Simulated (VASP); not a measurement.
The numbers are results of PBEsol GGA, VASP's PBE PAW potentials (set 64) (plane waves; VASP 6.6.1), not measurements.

VASP input:

KPOINTS:
```
Automatic mesh
0
Gamma
15 15 15
0 0 0
```

POSCAR:
```
SiC
1
    0.0000000000     2.1648040000     2.1648040000
    2.1648040000     0.0000000000     2.1648040000
    2.1648040000     2.1648040000     0.0000000000
Si C
1 1
Direct
  0.2500000000   0.2500000000   0.2500000000
  0.0000000000   0.0000000000   0.0000000000
```

**INCAR**
```
! general
SYSTEM  =  SiC
PREC    =  Accurate
ENCUT   =  560
LREAL   =  F
LASPH   =  T

! electronic loop
EDIFF   =  1E-09
NELM    =  100
ALGO    =  Normal

! smearing
ISMEAR  =  0
SIGMA   =  0.05

! functional
GGA     =  PS

! ions
ISIF    =  2

! output
LWAVE   =  F
LCHARG  =  F
```

POTCAR, in this order: Si C (PBE.64 set). Program: vasp_std.

Question: What will the output report for the number of irreducible k-points (NKPTS), largest plane-wave count, number of space-group operations, FFT grid (NGX, NGY, NGZ)?

Answer: 
The number of irreducible k-points (NKPTS) is 120 and the largest plane-wave count is 624. The number of space-group operations comes out as 24 and the FFT grid (NGX, NGY, NGZ) is 24 × 24 × 24.

The structure comes from a computed database's SiC entry; how it stands against other phases isn't given here. The cell was not relaxed at this level. The run is one of a series of settings (EDIFF = 1E-09, ENCUT = 560, KPOINTS 15×15×15 Γ-centred mesh against the base run), some of them coarse on purpose.
